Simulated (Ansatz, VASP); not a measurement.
## Cross-check of CuH8C6N2Cl2 (CuH8C6N2Cl2 (C2/m)) between VASP and Ansatz

Wanted: the spread between two codes on one cell, functional and k mesh. The cell is taken from a series of runs on this material, whose earlier steps may have relaxed, scaled, displaced or heated it; both programs get it as it stands.

Program: Ansatz 0.2.0. Level of theory: plane waves, with VASP 6.6.1 beside it; single point at LDA. Results are calculated unless marked as measured.

## (1) The starting structure

The cell holds 152 atoms: 8 Cu, 64 H, 48 C, 16 N and 16 Cl. Its edges and angles: a = 12.819 Å, b = 13.806 Å, c = 9.576 Å, α = 90.0°, β = 106.0°, γ = 90.0°. It derives from CuH8C6N2Cl2 (C2/m), repeated 1×2×1. As first built, before any earlier steps moved the atoms (in the runner's words): CuH8C6N2Cl2, space group C2/m, measured structure (Crystallography Open Database), 1 x 2 x 1 conventional cells; every coordinate displaced by a Gaussian of 0.02 A; bonds to H set to neutron lengths (C-H 1.089, N-H 1.015, O-H 0.983, B-H 1.19 A) where the measured ones are shorter.

## (2) Ansatz: single point, LDA

Ansatz runs on its default PAW (the set named soft_2) files.

A single point gives forces, pressure and levels at one fixed geometry, so differences don't come from the geometry; what else differs is listed under the comparison.

The input, input.yaml:

```yaml
crystal:
  lattice:
    - [12.8193, 0.0, 0.0]
    - [0.0, 13.8062, 0.0]
    - [-2.63658, 0.0, 9.20577]
  atoms:
    - { symbol: Cu, position: [0.95915, 0.24903, 0.66231] }
    - { symbol: Cu, position: [0.04019, 0.25139, 0.33825] }
    - { symbol: Cu, position: [0.4624, 0.99987, 0.66205] }
    - { symbol: Cu, position: [0.54306, 0.9974, 0.33635] }
    - { symbol: H, position: [0.83231, 0.40868, 0.48368] }
    - { symbol: H, position: [0.16466, 0.41239, 0.51433] }
    - { symbol: H, position: [0.33277, 0.16216, 0.48461] }
    - { symbol: H, position: [0.66841, 0.16203, 0.51172] }
    - { symbol: H, position: [0.16828, 0.08664, 0.51801] }
    - { symbol: H, position: [0.83135, 0.08981, 0.48592] }
    - { symbol: H, position: [0.66604, 0.33741, 0.51537] }
    - { symbol: H, position: [0.33153, 0.33965, 0.48647] }
    - { symbol: H, position: [0.57004, 0.07224, 0.91524] }
    - { symbol: H, position: [0.42799, 0.07466, 0.08418] }
    - { symbol: H, position: [0.06958, 0.3222, 0.91182] }
    - { symbol: H, position: [0.93099, 0.32366, 0.08393] }
    - { symbol: H, position: [0.42984, 0.42857, 0.08518] }
    - { symbol: H, position: [0.57054, 0.42841, 0.91481] }
    - { symbol: H, position: [0.92974, 0.17912, 0.08742] }
    - { symbol: H, position: [0.07066, 0.17994, 0.91139] }
    - { symbol: H, position: [0.61756, 0.18079, 0.00845] }
    - { symbol: H, position: [0.38152, 0.18316, 0.99561] }
    - { symbol: H, position: [0.11924, 0.43183, 0.00867] }
    - { symbol: H, position: [0.88118, 0.43178, 0.99519] }
    - { symbol: H, position: [0.38017, 0.31654, 0.99337] }
    - { symbol: H, position: [0.6186, 0.31859, 0.00589] }
    - { symbol: H, position: [0.87979, 0.0708, 0.99448] }
    - { symbol: H, position: [0.12016, 0.06378, 0.00604] }
    - { symbol: H, position: [0.68149, 0.1322, 0.87864] }
    - { symbol: H, position: [0.31872, 0.13508, 0.12419] }
    - { symbol: H, position: [0.18277, 0.38207, 0.87972] }
    - { symbol: H, position: [0.81456, 0.38124, 0.12094] }
    - { symbol: H, position: [0.31653, 0.3662, 0.12113] }
    - { symbol: H, position: [0.68685, 0.36664, 0.88101] }
    - { symbol: H, position: [0.81748, 0.11658, 0.12101] }
    - { symbol: H, position: [0.18216, 0.1176, 0.87568] }
    - { symbol: C, position: [0.53012, 0.2002, 0.78172] }
    - { symbol: C, position: [0.47026, 0.1942, 0.21788] }
    - { symbol: C, position: [0.03025, 0.45114, 0.78577] }
    - { symbol: C, position: [0.96908, 0.44701, 0.21647] }
    - { symbol: C, position: [0.46941, 0.30347, 0.21592] }
    - { symbol: C, position: [0.52878, 0.30126, 0.78539] }
    - { symbol: C, position: [0.96918, 0.04975, 0.21094] }
    - { symbol: C, position: [0.02811, 0.05243, 0.78067] }
    - { symbol: C, position: [0.89286, 0.44936, 0.57149] }
    - { symbol: C, position: [0.10742, 0.44855, 0.42948] }
    - { symbol: C, position: [0.39153, 0.19992, 0.57461] }
    - { symbol: C, position: [0.60786, 0.20119, 0.42566] }
    - { symbol: C, position: [0.10703, 0.05068, 0.42419] }
    - { symbol: C, position: [0.88676, 0.04855, 0.57339] }
    - { symbol: C, position: [0.60821, 0.29811, 0.4288] }
    - { symbol: C, position: [0.38851, 0.3008, 0.5711] }
    - { symbol: C, position: [0.60616, 0.14166, 0.90851] }
    - { symbol: C, position: [0.39395, 0.14194, 0.09622] }
    - { symbol: C, position: [0.10841, 0.39305, 0.90234] }
    - { symbol: C, position: [0.89472, 0.3958, 0.09835] }
    - { symbol: C, position: [0.39366, 0.35788, 0.0957] }
    - { symbol: C, position: [0.60553, 0.3558, 0.90555] }
    - { symbol: C, position: [0.89496, 0.10785, 0.09734] }
    - { symbol: C, position: [0.10649, 0.11007, 0.90443] }
    - { symbol: "N", position: [0.9628, 0.39828, 0.67946] }
    - { symbol: "N", position: [0.03766, 0.40139, 0.3241] }
    - { symbol: "N", position: [0.46017, 0.14838, 0.67773] }
    - { symbol: "N", position: [0.53844, 0.15014, 0.32573] }
    - { symbol: "N", position: [0.03735, 0.09899, 0.3248] }
    - { symbol: "N", position: [0.96033, 0.09745, 0.67789] }
    - { symbol: "N", position: [0.53736, 0.35404, 0.32179] }
    - { symbol: "N", position: [0.45977, 0.34732, 0.6788] }
    - { symbol: Cl, position: [0.87313, 0.24918, 0.37963] }
    - { symbol: Cl, position: [0.12884, 0.24958, 0.62078] }
    - { symbol: Cl, position: [0.37209, 0.99875, 0.37927] }
    - { symbol: Cl, position: [0.62833, 0.00231, 0.62189] }
    - { symbol: Cl, position: [0.82115, 0.24953, 0.75971] }
    - { symbol: Cl, position: [0.18034, 0.24934, 0.24084] }
    - { symbol: Cl, position: [0.31923, 0.99925, 0.75885] }
    - { symbol: Cl, position: [0.68704, 0.99886, 0.24474] }
    - { symbol: Cu, position: [0.95889, 0.74849, 0.66332] }
    - { symbol: Cu, position: [0.04233, 0.74844, 0.33337] }
    - { symbol: Cu, position: [0.46092, 0.50201, 0.6652] }
    - { symbol: Cu, position: [0.54041, 0.4992, 0.337] }
    - { symbol: H, position: [0.83305, 0.91084, 0.48369] }
    - { symbol: H, position: [0.16616, 0.9101, 0.51765] }
    - { symbol: H, position: [0.33366, 0.65999, 0.48707] }
    - { symbol: H, position: [0.66902, 0.66058, 0.51464] }
    - { symbol: H, position: [0.16865, 0.58752, 0.51502] }
    - { symbol: H, position: [0.83368, 0.58881, 0.48589] }
    - { symbol: H, position: [0.6664, 0.83845, 0.51059] }
    - { symbol: H, position: [0.33334, 0.83855, 0.48461] }
    - { symbol: H, position: [0.57174, 0.57396, 0.91322] }
    - { symbol: H, position: [0.42884, 0.56995, 0.0836] }
    - { symbol: H, position: [0.07125, 0.82108, 0.91418] }
    - { symbol: H, position: [0.93007, 0.81988, 0.08769] }
    - { symbol: H, position: [0.42961, 0.9268, 0.08795] }
    - { symbol: H, position: [0.57105, 0.93019, 0.91341] }
    - { symbol: H, position: [0.92837, 0.6775, 0.08611] }
    - { symbol: H, position: [0.07222, 0.67719, 0.91014] }
    - { symbol: H, position: [0.61851, 0.68269, 0.00706] }
    - { symbol: H, position: [0.38475, 0.68304, 0.99534] }
    - { symbol: H, position: [0.12139, 0.93123, 0.00553] }
    - { symbol: H, position: [0.8809, 0.93051, 0.99039] }
    - { symbol: H, position: [0.38204, 0.81653, 0.99514] }
    - { symbol: H, position: [0.61928, 0.82016, 0.0023] }
    - { symbol: H, position: [0.88197, 0.56879, 0.99242] }
    - { symbol: H, position: [0.1176, 0.56783, 0.00496] }
    - { symbol: H, position: [0.68365, 0.63223, 0.87883] }
    - { symbol: H, position: [0.31632, 0.63423, 0.11922] }
    - { symbol: H, position: [0.18296, 0.88305, 0.88033] }
    - { symbol: H, position: [0.81628, 0.88403, 0.12235] }
    - { symbol: H, position: [0.3172, 0.86545, 0.12029] }
    - { symbol: H, position: [0.68109, 0.86712, 0.87423] }
    - { symbol: H, position: [0.81532, 0.61572, 0.11988] }
    - { symbol: H, position: [0.1853, 0.61527, 0.87665] }
    - { symbol: C, position: [0.53347, 0.69994, 0.78396] }
    - { symbol: C, position: [0.46953, 0.6992, 0.21642] }
    - { symbol: C, position: [0.02961, 0.94652, 0.7787] }
    - { symbol: C, position: [0.97114, 0.95233, 0.21555] }
    - { symbol: C, position: [0.47023, 0.80307, 0.21085] }
    - { symbol: C, position: [0.53018, 0.80219, 0.7852] }
    - { symbol: C, position: [0.97221, 0.55375, 0.21815] }
    - { symbol: C, position: [0.0298, 0.55078, 0.78215] }
    - { symbol: C, position: [0.89013, 0.94949, 0.57543] }
    - { symbol: C, position: [0.11055, 0.94822, 0.43167] }
    - { symbol: C, position: [0.38919, 0.70086, 0.57052] }
    - { symbol: C, position: [0.61165, 0.70007, 0.43005] }
    - { symbol: C, position: [0.11064, 0.54961, 0.42873] }
    - { symbol: C, position: [0.88913, 0.55023, 0.5722] }
    - { symbol: C, position: [0.60889, 0.79786, 0.42765] }
    - { symbol: C, position: [0.39197, 0.80174, 0.56933] }
    - { symbol: C, position: [0.60636, 0.64462, 0.90173] }
    - { symbol: C, position: [0.39469, 0.64364, 0.09316] }
    - { symbol: C, position: [0.1047, 0.89067, 0.90468] }
    - { symbol: C, position: [0.8959, 0.88894, 0.09988] }
    - { symbol: C, position: [0.39674, 0.85612, 0.0944] }
    - { symbol: C, position: [0.60273, 0.85665, 0.90557] }
    - { symbol: C, position: [0.89258, 0.60618, 0.09538] }
    - { symbol: C, position: [0.10465, 0.6063, 0.90117] }
    - { symbol: "N", position: [0.96273, 0.90106, 0.67496] }
    - { symbol: "N", position: [0.03652, 0.8988, 0.32675] }
    - { symbol: "N", position: [0.46363, 0.64869, 0.67545] }
    - { symbol: "N", position: [0.53421, 0.6476, 0.32311] }
    - { symbol: "N", position: [0.03938, 0.60218, 0.32194] }
    - { symbol: "N", position: [0.96227, 0.60177, 0.67612] }
    - { symbol: "N", position: [0.53749, 0.85226, 0.32184] }
    - { symbol: "N", position: [0.46329, 0.84945, 0.67728] }
    - { symbol: Cl, position: [0.87237, 0.74906, 0.37998] }
    - { symbol: Cl, position: [0.12745, 0.75033, 0.62076] }
    - { symbol: Cl, position: [0.37205, 0.49999, 0.37788] }
    - { symbol: Cl, position: [0.62543, 0.50118, 0.62115] }
    - { symbol: Cl, position: [0.81815, 0.74942, 0.76326] }
    - { symbol: Cl, position: [0.18222, 0.7505, 0.23614] }
    - { symbol: Cl, position: [0.32185, 0.49647, 0.76322] }
    - { symbol: Cl, position: [0.68091, 0.5026, 0.23773] }
kpoints:
  mp_grid: { grid: [1, 1, 2] }
hamiltonian:
  xc: lda
scf:
  occupations: { method: gaussian, width: 0.05 }
output:
  forces: true
```

Started as:

```sh
$ ansatz run input.yaml --threads 4 --pin off --max-ram 15872MiB --backend cpu --events-out ev --progress --plain --runs-dir out
```

Numbers of over 12 decimals in the logs are rounded to 6 here.

The program printed:

```text
Engine: ansatz 0.2.0, aarch64-unknown-linux-gnu
Pseudopotentials: kind: paw
Pseudopotential: Cu, paw, valence charge 19, recommended cutoff 420 eV (normal), Cu.paw.azcp
Pseudopotential: H, paw, valence charge 1, recommended cutoff 420 eV (normal), H.paw.azcp
Pseudopotential: C, paw, valence charge 4, recommended cutoff 420 eV (normal), C.paw.azcp
Pseudopotential: N, paw, valence charge 5, recommended cutoff 420 eV (normal), N.paw.azcp
Pseudopotential: Cl, paw, valence charge 7, recommended cutoff 420 eV (normal), Cl.paw.azcp
Functional definition: SPW92
  exchange = slater_x
  correlation = pw_c
Crystal: 152 atoms, lattice volume = 1629.291 Å³
Basis set: ecut = 420 eV, 31805 PW (Γ)
Bands: 452, of which v1, the nominal top of the filled ones, is band 300 counted from 1 (299 counted from 0)
Symmetry: 1 space group operations
Space group: P1 (ITA 1), of the structure as read, at distance tolerance 1.2e-4 Å
k-points: 2
Non-local potential: Cu, projectors of the file, l = 0: 3, l = 1: 2, l = 2: 3, l = 3: 1
Non-local potential: H, projectors of the file, l = 0: 2, l = 1: 1
Non-local potential: C, projectors of the file, l = 0: 2, l = 1: 2, l = 2: 1
Non-local potential: N, projectors of the file, l = 0: 2, l = 1: 2, l = 2: 1
Non-local potential: Cl, projectors of the file, l = 0: 2, l = 1: 2, l = 2: 2
PAW form: soft (Blöchl's): semilocal exchange-correlation on the pseudo side does not see the compensation charge
PAW frozen core: Cu, regenerated for the run's functional, and the local potential with it (the file was generated under x = pbe(κ = 0.804, μ = 0.219515), c = pbe(β = 0.066725))
PAW frozen core: C, regenerated for the run's functional, and the local potential with it (the file was generated under x = pbe(κ = 0.804, μ = 0.219515), c = pbe(β = 0.066725))
PAW frozen core: N, regenerated for the run's functional, and the local potential with it (the file was generated under x = pbe(κ = 0.804, μ = 0.219515), c = pbe(β = 0.066725))
PAW frozen core: Cl, regenerated for the run's functional, and the local potential with it (the file was generated under x = pbe(κ = 0.804, μ = 0.219515), c = pbe(β = 0.066725))
PAW one-centre angular grid: Cu, 590 points (default); XC on 64 Gauss nodes
PAW one-centre angular grid: H, 110 points (default); XC on 64 Gauss nodes
PAW one-centre angular grid: C, 110 points (default); XC on 64 Gauss nodes
PAW one-centre angular grid: N, 110 points (default); XC on 64 Gauss nodes
PAW one-centre angular grid: Cl, 110 points (default); XC on 64 Gauss nodes
Initial density: superposition of atomic densities (neutral atoms: chi_scale 0, normalization atom), corrected by the library's trained network
Initial wavefunctions: pseudopotential atomic-orbital guess
Functional: x = slater, c = lda
SCF iter   1: F=—  HF=-87811.162334 eV  |F-HF|=—  |Δ(HF+E_count)|=         —  Δρ=1.18e-2  dr2=1.77e0  ethr=1.77e-3  ⟨swp⟩=5.0  Hψ=3554  notcnv=0  defer=236
preconditioner: auto → LDOS  [insulator: Δε(μ)=0.053 eV  Ē_g=13.773 eV  σ=0.050 eV  W_gap=0.53  n_scr=338 (ndim 8)  ℏωp=21.3 eV  f_vac=0.112  D(μ)=38.21/eV (n_scr^D=246)  ε∞_Penn≈3.4  β→1.0]
SCF iter   2: F=—  HF=-87810.933785 eV  |F-HF|=—  |Δ(HF+E_count)|=   2.29e-1  Δρ=8.25e-3  dr2=8.44e-1  ethr=2.94e-4  ⟨swp⟩=2.0  Hψ=1652  notcnv=0  defer=280
SCF iter   3: F=—  HF=-87810.743129 eV  |F-HF|=—  |Δ(HF+E_count)|=   1.91e-1  Δρ=4.44e-3  dr2=2.54e-1  ethr=1.41e-4  ⟨swp⟩=2.0  Hψ=1248  notcnv=0  defer=70
automatic band count: iteration 3 solves 347 bands in place of 452: the levels show a gap, and the empty bands left out lie too high to hold charge; the band table lists the bands solved (type scf.n_extra_bands for more)
SCF iter   4: F=—  HF=-87810.703304 eV  |F-HF|=—  |Δ(HF+E_count)|=   3.98e-2  Δρ=2.16e-3  dr2=7.69e-2  ethr=4.23e-5  ⟨swp⟩=2.0  Hψ=808  notcnv=0  defer=70
SCF iter   5: F=—  HF=-87810.691507 eV  |F-HF|=—  |Δ(HF+E_count)|=   1.18e-2  Δρ=1.51e-3  dr2=3.89e-2  ethr=1.28e-5  ⟨swp⟩=2.0  Hψ=941  notcnv=0  defer=70
SCF iter   6: F=—  HF=-87810.686894 eV  |F-HF|=—  |Δ(HF+E_count)|=   4.61e-3  Δρ=8.52e-4  dr2=1.07e-2  ethr=6.49e-6  ⟨swp⟩=2.0  Hψ=633  notcnv=0  defer=70
SCF iter   7: F=—  HF=-87810.685685 eV  |F-HF|=—  |Δ(HF+E_count)|=   1.21e-3  Δρ=4.35e-4  dr2=2.81e-3  ethr=1.79e-6  ⟨swp⟩=2.0  Hψ=811  notcnv=0  defer=70
SCF iter   8: F=—  HF=-87810.685510 eV  |F-HF|=—  |Δ(HF+E_count)|=   1.75e-4  Δρ=3.11e-4  dr2=1.43e-3  ethr=4.69e-7  ⟨swp⟩=2.0  Hψ=1004  notcnv=0  defer=70
SCF iter   9: F=—  HF=-87810.685454 eV  |F-HF|=—  |Δ(HF+E_count)|=   5.54e-5  Δρ=2.56e-4  dr2=8.42e-4  ethr=2.39e-7  ⟨swp⟩=1.0  Hψ=624  notcnv=0  defer=70
SCF iter  10: F=—  HF=-87810.685420 eV  |F-HF|=—  |Δ(HF+E_count)|=   3.46e-5  Δρ=1.50e-4  dr2=3.00e-4  ethr=1.40e-7  ⟨swp⟩=1.0  Hψ=624  notcnv=0  defer=70
[...]
E sigma→0 (E₀):  -87810.662602 eV
Entropy (-TS):   -0.047346 eV (-0.311 meV/atom)
Fermi energy:    2.647150 eV
--- Per-component energies (eV) ---
  E_band       = -7268.863444
  E_kinetic    = 12242.022585
  E_local      = -84345.979558  (includes V_loc(G=0)·N_el)
  E_nonlocal   = 5884.042806
  E_hartree    = 35427.500644
  E_xc         = -6143.165194
  E_vxc        = -7576.690607  (∫ρ·V_xc dr)
  E_paw        = -29090.039210  (= ΣΔE_a)
  E_vpaw       = -4327.172407  (= ΣTr[D̂ρ^β])
  E_aug_tail   = -0.078402  (compensation charges beyond the density's cutoff)
  E_ewald      = -21795.884414
  E_core_change = 10.941813  (= ΣΔE_core)
  E_smearing   = -0.047346  (= −TS)
  E_closure    = 0.000000  (closes the sum)
  Σ components = -87810.686275   (vs F -87810.686275, Δ=0.00e0)
--- Forces (eV/Å), atoms counted from 1 ---
  atom   1  Cu     0.26259714    -0.00254381     0.03239884
  atom   2  Cu    -0.04778476    -0.15234194    -0.02543988
  atom   3  Cu    -0.29279748    -0.06171633     0.10990752
  atom   4  Cu    -0.13587086     0.22279076     0.14820572
  atom   5  H      0.55614393     0.34011549     0.57336449
  atom   6  H      0.50338424    -0.92337317     0.96152387
  atom   7  H      0.18389247    -0.10535833     0.26506915
  atom   8  H     -0.23360558     0.05423763    -0.11567920
  atom   9  H     -0.56482061     0.02578208    -0.85763486
  atom  10  H     -0.04817437    -0.07928905     0.03909969
  atom  11  H      0.01302749     0.08175975     0.09947695
  atom  12  H     -0.26063229     0.45249836    -0.56064014
  atom  13  H     -0.36767527    -0.74746132     0.05871638
  atom  14  H      0.64222444    -1.88007826    -0.27219684
  atom  15  H      0.25927568     0.27475103    -0.04719990
  atom  16  H     -0.35346104     0.42402624     0.16760924
  atom  17  H     -0.10904859     0.11552909    -0.10223497
  atom  18  H      0.18922921    -0.27053418     0.01639477
  atom  19  H      0.05003089     0.13542878     0.04360108
  atom  20  H     -0.27588689     0.55051372     0.29759995
  atom  21  H      0.11132157     0.27153694     0.79389841
  atom  22  H     -0.11150016    -0.00987365    -0.25105084
  atom  23  H      0.37404026    -0.51078492    -0.46285114
  atom  24  H     -0.09458602     0.45241948    -0.62785828
[...]
atom 145  Cl     0.36356166    -0.02102074     0.07117265
  atom 146  Cl    -0.25649249    -0.03500573    -0.06462943
  atom 147  Cl     0.15387403    -0.03717405     0.09944543
  atom 148  Cl    -0.10927049    -0.09708909    -0.08809908
  atom 149  Cl     0.32494694     0.03717010    -0.15990709
  atom 150  Cl    -0.16398887     0.01698000     0.07912600
  atom 151  Cl     0.14671688     0.09370064    -0.10766003
  atom 152  Cl    -0.20600481    -0.03244649     0.11656017
  max |Σ_I F_I| component: 3.24e-5 eV/Å
```

The column dr2 measures how far the density is from self-consistency, as an energy; F and HF (Harris–Foulkes) agree once it is small.

(Part 1 of 2 ends here.)

[Lines on the potential files, build, host, timing and source positions are cut from VASP's logs without a mark.]

[Logs are printed without paths, hosts, clocks, repeated set-up lines and the standing remarks that a program may print on its own settings, such as how far it seeks lower states.]

[Hosts, paths, dates, database ids (printed as entryN), source tags and the programs' standing remarks are cut or masked in the printed files.]
